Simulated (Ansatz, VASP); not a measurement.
# Ni (Ni(100)) in two plane-wave programs, part 2 of 2

One calculation is typed for both programs; each brings its own data sets and cutoff. How far apart do they land?

VASP 6.6.1 and Ansatz 0.2.0.

So far: Starting point; Ansatz: band structure, PBE.

## Step 3: VASP: band structure, PBE

Level of this step: PBE, spin-polarised from a ferromagnetic start; plane waves and PAW (Ni) (VASP).

The same cell, functional, mesh and smearing now go to VASP, with its own data sets and cutoff.

Lines of VASP's logs that name or quote its potential files are left out, and so is its time.

INCAR reads:

```
SYSTEM = Ni
PREC = Normal
ENCUT = 300
EDIFF = 1E-06
NELM = 120
ISMEAR = -1
SIGMA = 0.1
LREAL = .FALSE.
ALGO = Fast
GGA = PE
NBANDS = 62
ISPIN = 2
MAGMOM = 1 1 1 1 1 1 1
LASPH = .TRUE.
LMAXMIX = 4
LORBIT = 11
LWAVE = .FALSE.
LCHARG = .TRUE.
IDIPOL = 3
LDIPOL = .TRUE.
DIPOL = 0.5 0.5 0.5
LVHAR = .TRUE.
LVACPOTAV = .TRUE.
LELF = .TRUE.
NEDOS = 1500
```

POSCAR reads:

```
Ni
1.0
    2.4890158698      0.0000000000      0.0000000000
    0.0000000000      2.4890158698      0.0000000000
    0.0000000000      0.0000000000     28.5600000000
Ni
7
Direct
    0.0000000000      0.0000000000      0.3151260504
    0.5000000000      0.5000000000      0.3767507003
    0.0000000000      0.0000000000      0.4383753501
    0.5000000000      0.5000000000      0.5000000000
    0.0000000000      0.0000000000      0.5616246499
    0.5000000000      0.5000000000      0.6232492997
    0.0000000000      0.0000000000      0.6848739496
```

KPOINTS reads:

```
Automatic mesh
0
Gamma
20 20 1
0 0 0
```

KPOINTS_OPT reads:

```
Line mode
14
Line-mode
Reciprocal
  0.50000000   0.50000000   0.00000000 M
  0.00000000   0.00000000   0.00000000 GAMMA

  0.00000000   0.00000000   0.00000000 GAMMA
  0.00000000   0.50000000   0.00000000 X

  0.00000000   0.50000000   0.00000000 X
  0.50000000   0.50000000   0.00000000 M
```

Potentials, in the order of the species: Ni (PBE family, release 64).

Launch:

```bash
$ mpirun -np 2 vasp_std
```

Numbers of over 12 decimals in the logs are rounded to 6 here.

The program printed:

```text
[banner, memory and clock lines left out]
running    2 mpi-ranks, on    1 nodes
 distrk:  each k-point on    2 cores,    1 groups
 distr:  one band on    1 cores,    2 groups

 POSCAR found type information on POSCAR Ni
 POSCAR found :  1 types and       7 ions
 LDA part: xc-table for (Slater+PW92), standard interpolation
 POSCAR, INCAR and KPOINTS ok, starting setup
 FFT: planning ... GRIDC
 FFT: planning ... GRID_SOFT
 FFT: planning ... GRID
 WAVECAR not read
 entering main loop
       N       E                     dE             d eps       ncg     rms          rms(c)
DAV:   1     0.422871869448E+03    0.42287E+03   -0.21864E+04 16552   0.873E+02
DAV:   2    -0.217397939778E+01   -0.42505E+03   -0.39295E+03 16502   0.236E+02
DAV:   3    -0.426119341845E+02   -0.40438E+02   -0.37644E+02 18044   0.919E+01
DAV:   4    -0.434348527823E+02   -0.82292E+00   -0.82080E+00 18314   0.156E+01
DAV:   5    -0.434542159857E+02   -0.19363E-01   -0.19362E-01 23790   0.150E+00    0.250E+01
RMM:   6    -0.475907729102E+02   -0.41366E+01   -0.44305E+01 19584   0.422E+01    0.362E+01
RMM:   7    -0.522607588991E+02   -0.46700E+01   -0.99834E+00 19702   0.175E+01    0.409E+01
RMM:   8    -0.417805666855E+02    0.10480E+02   -0.38923E+00 18790   0.121E+01    0.313E+01
RMM:   9    -0.369202126090E+02    0.48604E+01   -0.24921E+00 18882   0.945E+00    0.113E+01
RMM:  10    -0.407962476517E+02   -0.38760E+01   -0.27183E+00 20328   0.926E+00    0.354E+01
RMM:  11    -0.377297873157E+02    0.30665E+01   -0.22638E+00 19612   0.916E+00    0.238E+01
RMM:  12    -0.358465784266E+02    0.18832E+01   -0.31319E-01 18559   0.339E+00    0.463E+00
RMM:  13    -0.358816015799E+02   -0.35023E-01   -0.41562E-02 19475   0.987E-01    0.482E+00
RMM:  14    -0.358327115133E+02    0.48890E-01   -0.11278E-01 20372   0.155E+00    0.408E+00
[...]
RMM:  28    -0.367335681755E+02   -0.36418E-01   -0.62524E-04 21814   0.873E-02    0.179E-01
RMM:  29    -0.367641667626E+02   -0.30599E-01   -0.21968E-04 21455   0.596E-02    0.962E-02
RMM:  30    -0.368057281068E+02   -0.41561E-01   -0.43139E-04 22146   0.763E-02    0.585E-02
RMM:  31    -0.368201708364E+02   -0.14443E-01   -0.87374E-05 21483   0.395E-02    0.615E-02
RMM:  32    -0.368251008956E+02   -0.49301E-02   -0.21983E-05 21179   0.208E-02    0.271E-02
RMM:  33    -0.368270123566E+02   -0.19115E-02   -0.11598E-05 20177   0.145E-02    0.143E-02
RMM:  34    -0.368279898922E+02   -0.97754E-03   -0.43429E-06 18441   0.918E-03    0.169E-02
RMM:  35    -0.368284638726E+02   -0.47398E-03   -0.28104E-06 17696   0.781E-03    0.605E-03
WARNING in EDDRMM: call to ZHEGV failed, returncode =   6  3     31
RMM:  36    -0.368286203384E+02   -0.15647E-03   -0.11721E-06 16467   0.479E-03    0.967E-03
RMM:  37    -0.368286501597E+02   -0.29821E-04   -0.51706E-07 15535   0.361E-03    0.550E-03
RMM:  38    -0.368286702623E+02   -0.20103E-04   -0.51013E-07 15823   0.358E-03    0.390E-03
RMM:  39    -0.368286770710E+02   -0.68087E-05   -0.16910E-07 15245   0.215E-03    0.229E-03
RMM:  40    -0.368286819201E+02   -0.48491E-05   -0.12382E-07 15124   0.192E-03    0.105E-03
RMM:  41    -0.368286836668E+02   -0.17467E-05   -0.52606E-08 14419   0.139E-03    0.702E-04
RMM:  42    -0.368286845678E+02   -0.90103E-06   -0.25153E-08 13348   0.101E-03
|                                                                             |
|           W    W    AA    RRRRR   N    N  II  N    N   GGGG   !!!           |
|           W    W   A  A   R    R  NN   N  II  NN   N  G    G  !!!           |
|           W    W  A    A  R    R  N N  N  II  N N  N  G       !!!           |
|           W WW W  AAAAAA  RRRRR   N  N N  II  N  N N  G  GGG   !            |
|           WW  WW  A    A  R   R   N   NN  II  N   NN  G    G                |
|           W    W  A    A  R    R  N    N  II  N    N   GGGG   !!!           |
|                                                                             |
|     Did not find any points to average over, which means that no vacuum     |
|     field-free region was found. Please increase the size of  your cell     |
|     in the dimension of the dipole correction to obtain accurate            |
|     workfunction values.                                                    |
|                                                                             |

   1 F= -.36828685E+02 E0= -.36627481E+02  d E =-.402408E+00  mag=     4.5603
 Start KPOINTS_OPT (optional k-point list driver)
k-point batch [1-42\42]
       N       E                     dE             ncg
DAV:   1     0.166808874133E+05   -0.52841E+05    10440
DAV:   2    -0.302924186106E+03   -0.16984E+05    10502
DAV:   3    -0.185241427054E+04   -0.15495E+04    11614
DAV:   4    -0.188316008826E+04   -0.30746E+02    11528
DAV:   5    -0.188401512930E+04   -0.85504E+00    15310
DAV:   6    -0.188402144390E+04   -0.63146E-02    12170
DAV:   7    -0.188402168776E+04   -0.24385E-03    15500
DAV:   8    -0.188402168997E+04   -0.22122E-05     8212
DAV:   9    -0.188402169023E+04   -0.26066E-06     6950
```

Parts of OUTCAR (step 3):

```text
ion  position               nearest neighbor table
   1  0.000  0.000  0.315-   2 2.49   2 2.49   2 2.49   2 2.49
   2  0.500  0.500  0.377-   3 2.49   3 2.49   3 2.49   3 2.49   1 2.49   1 2.49   1 2.49   1 2.49

  LATTYP: Found a simple tetragonal cell.
 ALAT       =     2.4890158698
 C/A-ratio  =    11.4744145855

 Subroutine GETGRP returns: Found 16 space group operations
 (whereof 16 operations were pure point group operations)

The static configuration has the point symmetry D_4h.

 Found     66 irreducible k-points:

   k-points           NKPTS =     66   k-points in BZ     NKDIM =     66   number of bands    NBANDS=     62

   dimension x,y,z NGX =    12 NGY =   12 NGZ =  126
   dimension x,y,z NGXF=    24 NGYF=   24 NGZF=  252

   ENCUT  =  300.0 eV  22.05 Ry    4.70 a.u.   3.52  3.52 40.33*2*pi/ulx,y,z

   NELECT =      70.0000    total number of electrons

 k-points in reciprocal lattice and weights: Automatic mesh
   0.00000000  0.00000000  0.00000000       0.003
   0.05000000  0.00000000  0.00000000       0.010
   0.10000000  0.00000000  0.00000000       0.010
   0.15000000  0.00000000  0.00000000       0.010
   0.20000000  0.00000000  0.00000000       0.010
   0.25000000  0.00000000  0.00000000       0.010
   0.30000000  0.00000000  0.00000000       0.010
   0.35000000  0.00000000  0.00000000       0.010
   0.40000000  0.00000000  0.00000000       0.010
[...]
0.50000000  0.45000000  0.00000000       0.010
   0.50000000  0.50000000  0.00000000       0.003

 dipolmoment           0.000000      0.000000     -0.000000 electrons x Angstroem

 average (electrostatic) potential at core
       1 -89.7469       2 -90.0773       3 -90.0670       4 -90.0497       5 -90.0670
       6 -90.0773       7 -89.7469

 E-fermi :   1.3064

 spin component 1
 k-point     1 :       0.0000    0.0000    0.0000
  band No.  band energies     occupation
    ...
     37       0.7151      0.99730
     38       0.7577      0.99588
     39       0.8083      0.99318
     40       0.8083      0.99318
     41       0.9527      0.97173
     42       2.3006      0.00005
     43       3.2893      0.00000
     44       5.9508      0.00000
     45       6.1830      0.00000
     46       6.8382      0.00000
    ...

 k-point     2 :       0.0500    0.0000    0.0000
  band No.  band energies     occupation
    ...
     37       0.6836      0.99803
     38       0.6925      0.99785
     39       0.7487      0.99623
     40       0.8137      0.99280
     41       1.1819      0.77648
     42       2.4650      0.00001
     43       3.4696      0.00000
     44       6.0121      0.00000
     45       6.2477      0.00000
     46       6.8988      0.00000
    ...

 k-point     3 :       0.1000    0.0000    0.0000
  band No.  band energies     occupation
    ...
     36       0.5664      0.99939
     37       0.6555      0.99851
     38       0.6692      0.99829
     39       0.7629      0.99566
     40       0.8124      0.99290
     41       1.5827      0.05939
     42       2.8674      0.00000
     43       3.9294      0.00000
     44       6.1959      0.00000
     45       6.4421      0.00000
    ...

 k-point     4 :       0.1500    0.0000    0.0000
  band No.  band energies     occupation
    ...
     36       0.5964      0.99918
     37       0.6899      0.99790
     38       0.7792      0.99489
     39       0.7910      0.99426
     40       0.8626      0.98832
     41       2.0397      0.00065
     42       3.3940      0.00000
     43       4.5481      0.00000
     44       6.5010      0.00000
     45       6.7668      0.00000
    ...

 k-point     5 :       0.2000    0.0000    0.0000
  band No.  band energies     occupation
    ...
     36       0.5856      0.99926
     37       0.7130      0.99736
     38       0.7531      0.99606
     39       0.7772      0.99500
     40       1.1994      0.74469
     41       2.5321      0.00000
     42       3.9911      0.00000
     43       5.2560      0.00000
     44       6.9257      0.00000
     45       7.2225      0.00000
    ...

 k-point     6 :       0.2500    0.0000    0.0000
  band No.  band energies     occupation
    ...
     35       0.5329      0.99956
     36       0.6104      0.99905
     37       0.6764      0.99817
     38       0.7440      0.99640
     39       0.7559      0.99595
     40       1.5559      0.07619
     41       3.0486      0.00000
     42       4.6265      0.00000
     43       6.0099      0.00000
     44       7.4608      0.00000
    ...

  Total       -2.2138820     -2.2138820     -1.1142875      0.0000000      0.0000000      0.0000000
  in kB      -20.0470981    -20.0470981    -10.0900726      0.0000000      0.0000000      0.0000000
  external PRESSURE =     -16.7280896 kB  Pullay stress =       0.0000000 kB

  energy-cutoff  :      300.00
  volume of cell :      176.93
      direct lattice vectors                 reciprocal lattice vectors
     2.489015870  0.000000000  0.000000000     0.401765217  0.000000000  0.000000000
     0.000000000  2.489015870  0.000000000     0.000000000  0.401765217  0.000000000
     0.000000000  0.000000000 28.560000000     0.000000000  0.000000000  0.035014006

 POSITION                                       TOTAL-FORCE (eV/Angst)
 -----------------------------------------------------------------------------------
      0.00000      0.00000      9.00000         0.000000      0.000000      0.319154
      1.24451      1.24451     10.76000         0.000000      0.000000     -0.351629
      0.00000      0.00000     12.52000        -0.000000      0.000000      0.021957
      1.24451      1.24451     14.28000         0.000000      0.000000      0.000000
      0.00000      0.00000     16.04000         0.000000     -0.000000     -0.021957
      1.24451      1.24451     17.80000         0.000000      0.000000      0.351629
      0.00000      0.00000     19.56000         0.000000      0.000000     -0.319154
 -----------------------------------------------------------------------------------
    total drift:                                0.000000      0.000000     -0.000000

  FREE ENERGIE OF THE ION-ELECTRON SYSTEM (eV)
  ---------------------------------------------------
  free  energy   TOTEN  =       -36.8286845678 eV

  energy  without entropy=      -36.4262765880  energy(sigma->0) =      -36.62748058

 vacuum level on the upper side and lower side of the slab         6.185         6.185

 total charge
# of ion       s       p       d       tot
------------------------------------------
    1        0.470   0.336   8.302   9.109
    2        0.493   0.494   8.299   9.286
    3        0.498   0.497   8.301   9.295
    4        0.497   0.496   8.303   9.296
    5        0.498   0.497   8.301   9.295
    6        0.493   0.494   8.299   9.286
    7        0.470   0.336   8.302   9.109
--------------------------------------------------
tot          3.420   3.149  58.108  64.678

 magnetization (x)
# of ion       s       p       d       tot
------------------------------------------
    1       -0.002  -0.017   0.754   0.735
    2       -0.007  -0.024   0.678   0.648
    3       -0.006  -0.024   0.669   0.638
    4       -0.006  -0.024   0.649   0.619
    5       -0.006  -0.024   0.669   0.638
    6       -0.007  -0.024   0.678   0.648
    7       -0.002  -0.017   0.754   0.735
--------------------------------------------------
tot         -0.037  -0.154   4.851   4.660

[... 6 further parts left out ...]
```

With spin, VASP writes an ELF for each channel.

## Step 4: Differences

Known differences besides the potentials themselves: the data sets hold 126 valence electrons in Ansatz (default PAW (the set named soft_2) files) and 70 in VASP; the cutoff is 420 eV in Ansatz and 300 eV in VASP (PREC = Normal); site moments are counted in spheres of each program's own size. Total energies have different zeros and are not compared.

Both answers:

```csv
quantity,Ansatz,VASP,difference
total moment (μB),4.64,4.56,+0.08
moment on Ni1 (μB),0.77,0.73,+0.03
moment on Ni7 (μB),0.77,0.73,+0.03
moment on Ni2 (μB),0.69,0.65,+0.04
moment on Ni6 (μB),0.69,0.65,+0.04
moment on Ni3 (μB),0.68,0.64,+0.04
moment on Ni5 (μB),0.68,0.64,+0.04
moment on Ni4 (μB),0.66,0.62,+0.04
"work function, lower of the two faces (eV)",4.91,4.88,+0.03
"work function, higher of the two faces (eV)",4.91,4.88,+0.03
```

Forces (eV/Å; atoms numbered as in POSCAR):

| atom | Ansatz x, y, z | VASP x, y, z |
| --- | --- | --- |
| Ni1 | 0.000, 0.000, 0.317 | 0.000, 0.000, 0.319 |
| Ni2 | 0.000, 0.000, -0.353 | 0.000, 0.000, -0.352 |
| Ni3 | 0.000, 0.000, 0.023 | 0.000, 0.000, 0.022 |
| Ni4 | 0.000, 0.000, 0.000 | 0.000, 0.000, 0.000 |
| Ni5 | 0.000, 0.000, -0.023 | 0.000, 0.000, -0.022 |
| Ni6 | 0.000, 0.000, 0.353 | 0.000, 0.000, 0.352 |
| Ni7 | 0.000, 0.000, -0.317 | 0.000, 0.000, -0.319 |

The forces differ by 0.9 meV/Å r.m.s., which is 0.6 % of the r.m.s. force of 0.15 eV/Å (both taken over all components). VASP's log warns that it found no field-free region in the vacuum, so its work functions are uncertain.

## Step 5: Outcome

```json
{
  "difference in work function, higher of the two faces (band structure, PBE)": "0.030 eV"
}
```

What this shows: The difference in work function, higher of the two faces is 0.030 eV (band structure, PBE). How closely two codes agree says nothing of how well the functional describes the real material.

[Lines on the potential files, build, host, timing and source positions are cut from VASP's logs without a mark.]

[Logs are printed without paths, hosts, clocks, repeated set-up lines and the standing remarks that a program may print on its own settings, such as how far it seeks lower states.]

[Hosts, paths, dates, database ids (printed as entryN), source tags and the programs' standing remarks are cut or masked in the printed files.]
